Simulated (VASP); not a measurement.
Runs of VASP 6.6.1 on Cl2Cd. The cell holds a molecule in a box, 3 atoms: a = 13.000 Å, b = 12.000 Å, c = 11.000 Å, α = 90.00°, β = 90.00°, γ = 90.00°. 

| task | level | cell | grid for exact exchange (PRECFOCK) | exchange at q = 0 | gap on the mesh (eV) | largest force (eV/Å) |
| --- | --- | --- | --- | --- | --- | --- |
| single point | PBE | atoms moved at random, drawn with an rms of 0.05 Å | - | - | 4.61 | 1.01 |
| single point | PBE | as given | - | - | 4.49 | 0.24 |
| single point | r2SCAN0 | as given | Normal | truncated | 7.08 | 0.01 |
| atomic charges | PBE+TS | as given | - | - | 4.49 | (a) |
| relaxation of the atoms | SCAN | atoms relaxed | - | - | 5.00 | 0.01 |

Alike in all rows: potentials or basis VASP PAW PBE potentials, release 64 (Cl, Cd); no spin polarisation; k mesh 1 × 1 × 1; cutoff (eV) 520; smearing gaussian 0.01 eV.

Question: Estimate the missing entries.

Answer: (a) 0.23.

Caveats: the PAW data sets were made with another functional, which shifts forces and pressure a little (some runs).

A k mesh can miss the band edges, and the runs leave out spin-orbit coupling on Cd.
